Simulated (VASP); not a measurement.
These are PBEsol GGA, VASP's PBE PAW potentials (set 64) (plane waves; VASP 6.6.1) values and carry that method's errors.

Input for VASP

File KPOINTS:
```
Regular mesh
0
Gamma
 5 5 5
```

**POSCAR**
```
BaTiO3
1
    3.9837729849     0.0000000000     0.0000000000
    0.0000000000     3.9837729849     0.0000000000
    0.0000000000     0.0000000000     3.9837729849
Ba Ti O
1 1 3
Direct
  0.0000000000   0.0000000000   0.0000000000
  0.5000000000   0.5000000000   0.5000000000
  0.5000000000   0.0000000000   0.5000000000
  0.0000000000   0.5000000000   0.5000000000
  0.5000000000   0.5000000000   0.0000000000
```

### INCAR
```
LASPH = .TRUE.   # aspherical one-centre terms
EDIFF = 1E-8   # SCF stop (eV)
LREAL = .FALSE.
SIGMA = 0.05   # width (eV)
GGA = PS   # PBEsol
ISMEAR = 0   # Gaussian
PREC = Accurate
SYSTEM = BaTiO3
NSW = 30
ALGO = Normal   # blocked Davidson
NELM = 100
ISIF = 2
LMAXMIX = 4   # l cut-off of mixed one-centre charges
IBRION = 1   # quasi-Newton
ENCUT = 520   # plane-wave cut-off (eV)
EDIFFG = -0.001
LWAVE = .FALSE.
LCHARG = .FALSE.
```

POTCAR, in this order: Ba_sv Ti_sv O (PBE.64 set). Program: vasp_std.

Output

**OUTCAR**
```
 ion  position               nearest neighbor table
   1  0.000  0.000  0.000-   3 2.82   4 2.82   5 2.82   3 2.82   4 2.82   4 2.82   5 2.82   4 2.82
                             3 2.82   5 2.82   3 2.82   5 2.82   2 3.45   2 3.45   2 3.45   2 3.45
   2  0.500  0.500  0.500-   3 1.99   4 1.99   5 1.99   5 1.99   3 1.99   4 1.99   1 3.45   1 3.45
                             1 3.45   1 3.45   1 3.45   1 3.45   1 3.45   1 3.45
   3  0.500  0.000  0.500-   2 1.99   2 1.99   1 2.82   1 2.82   1 2.82   1 2.82
   4  0.000  0.500  0.500-   2 1.99   2 1.99   1 2.82   1 2.82   1 2.82   1 2.82
   5  0.500  0.500  0.000-   2 1.99   2 1.99   1 2.82   1 2.82   1 2.82   1 2.82
  LATTYP: Found a simple cubic cell.
 ALAT       =     3.9837729849
 Subroutine PRICEL returns:
 Original cell was already a primitive cell.
 Subroutine GETGRP returns: Found 48 space group operations
The static configuration has the point symmetry O_h .
The dynamic configuration has the point symmetry O_h .
 Subroutine INISYM returns: Found 48 space group operations
 Subroutine IBZKPT returns following result:
 Found     10 irreducible k-points:

 Following reciprocal coordinates:
            Coordinates               Weight
  0.000000  0.000000  0.000000      1.000000
  0.200000  0.000000  0.000000      6.000000
  0.400000  0.000000  0.000000      6.000000
  0.200000  0.200000  0.000000     12.000000
  0.400000  0.200000  0.000000     24.000000
  0.400000  0.400000  0.000000     12.000000
  0.200000  0.200000  0.200000      8.000000
  0.400000  0.200000  0.200000     24.000000
  0.400000  0.400000  0.200000     24.000000
  0.400000  0.400000  0.400000      8.000000
   k-points           NKPTS =     10   k-points in BZ     NKDIM =     10   number of bands    NBANDS=     24
   number of dos      NEDOS =    301   number of ions     NIONS =      5
   total plane-waves  NPLWV =  27000
   dimension x,y,z NGX =    30 NGY =   30 NGZ =   30
   dimension x,y,z NGXF=    60 NGYF=   60 NGZF=   60
   ions per type =               1   1   3
   PREC   = accura    normal or accurate (medium, high low for compatibility)
   ISTART =      0    job   : 0-new  1-cont  2-samecut
   ICHARG =      2    charge: 1-file 2-atom 10-const
...
```

File OSZICAR:
```
       N       E                     dE             d eps       ncg     rms          rms(c)
DAV:   1     0.458669210432E+03    0.45867E+03   -0.21482E+04   480   0.181E+03
DAV:   2     0.809322073913E+00   -0.45786E+03   -0.45006E+03   568   0.498E+02
DAV:   3    -0.499417592769E+02   -0.50751E+02   -0.47356E+02   720   0.149E+02
DAV:   4    -0.521990885775E+02   -0.22573E+01   -0.22564E+01   688   0.290E+01
DAV:   5    -0.522750436847E+02   -0.75955E-01   -0.75953E-01   688   0.401E+00    0.235E+01
DAV:   6    -0.421522031170E+02    0.10123E+02   -0.68468E+01   752   0.761E+01    0.101E+01
DAV:   7    -0.421272665083E+02    0.24937E-01   -0.10133E+01   632   0.228E+01    0.655E+00
DAV:   8    -0.420025300086E+02    0.12474E+00   -0.15195E+00   656   0.121E+01    0.234E+00
DAV:   9    -0.419865332828E+02    0.15997E-01   -0.24526E-01   600   0.407E+00    0.932E-01
DAV:  10    -0.419879068133E+02   -0.13735E-02   -0.10969E-01   616   0.227E+00    0.850E-01
DAV:  11    -0.419790074391E+02    0.88994E-02   -0.74018E-02   648   0.197E+00    0.195E-01
DAV:  12    -0.419785357919E+02    0.47165E-03   -0.35029E-03   560   0.553E-01    0.552E-02
DAV:  13    -0.419787603028E+02   -0.22451E-03   -0.28699E-03   648   0.366E-01    0.125E-01
DAV:  14    -0.419785172799E+02    0.24302E-03   -0.10755E-03   616   0.217E-01    0.261E-02
DAV:  15    -0.419785167172E+02    0.56270E-06   -0.53336E-05   608   0.458E-02    0.751E-03
DAV:  16    -0.419785162796E+02    0.43763E-06   -0.45175E-06   728   0.130E-02    0.151E-03
DAV:  17    -0.419785164097E+02   -0.13007E-06   -0.10554E-06   640   0.106E-02    0.386E-03
DAV:  18    -0.419785162106E+02    0.19907E-06   -0.66306E-07   608   0.772E-03    0.969E-04
DAV:  19    -0.419785162139E+02   -0.32733E-08   -0.29157E-08   496   0.111E-03
   1 F= -.41978516E+02 E0= -.41978516E+02  d E =-.419785E+02
```

File OUTCAR:
```
------------------------ aborting loop because EDIFF is reached ----------------------------------------
  FORCE on cell =-STRESS in cart. coord.  units (eV):
  Direction    XX          YY          ZZ          XY          YZ          ZX
  --------------------------------------------------------------------------------------
  Total        0.0289485      0.0289485      0.0289485     -0.0000000      0.0000000     -0.0000000
  in kB        0.7335890      0.7335890      0.7335890     -0.0000000      0.0000000     -0.0000000
  external PRESSURE =       0.7335890 kB  Pullay stress =       0.0000000 kB
  volume of cell :       63.22
      direct lattice vectors                 reciprocal lattice vectors
     3.983772985  0.000000000  0.000000000     0.251018320  0.000000000  0.000000000
     0.000000000  3.983772985  0.000000000     0.000000000  0.251018320  0.000000000
     0.000000000  0.000000000  3.983772985     0.000000000  0.000000000  0.251018320
 POSITION                                       TOTAL-FORCE (eV/Angst)
 -----------------------------------------------------------------------------------
      0.00000      0.00000      0.00000         0.000000      0.000000      0.000000
      1.99189      1.99189      1.99189         0.000000      0.000000      0.000000
      1.99189      0.00000      1.99189         0.000000      0.000000      0.000000
      0.00000      1.99189      1.99189         0.000000      0.000000      0.000000
      1.99189      1.99189      0.00000         0.000000      0.000000      0.000000
 -----------------------------------------------------------------------------------
    total drift:                                0.000000      0.000000     -0.000000
  FREE ENERGIE OF THE ION-ELECTRON SYSTEM (eV)
  ---------------------------------------------------
  free  energy   TOTEN  =       -41.9785162139 eV

  energy  without entropy=      -41.9785162139  energy(sigma->0) =      -41.97851621

 reached required accuracy - stopping structural energy minimisation
```
(Selected blocks of OUTCAR.)

The compound is BaTiO3 in the cubic perovskite structure, the ideal cubic form; the compound distorts at low or room temperature. It was relaxed first. The start is the result of an earlier pass.
